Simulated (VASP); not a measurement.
Level of theory: PBEsol GGA, VASP's PBE PAW potentials (set 64) (plane waves; VASP 6.6.1).

Gaps are without spin-orbit coupling.

```
Quantity                                               Result
---------------------------------------------  --------------
volume per atom                                33.41 Å^3/atom
band gap (over mesh and band path)                    0.65 eV
smallest direct gap (over mesh and band path)         0.65 eV
Hill bulk modulus                                    45.3 GPa
Hill shear modulus                                   27.7 GPa
```

### Question
Which relaxed crystal gives these values?
(A) Ta2O5, I4/mmm (139)
(B) LiCl, Fm-3m (225)
(C) Fe2O3, R-3c (167)
(D) PbTe, Fm-3m (225)

### Answer
D, PbTe, Fm-3m (225)
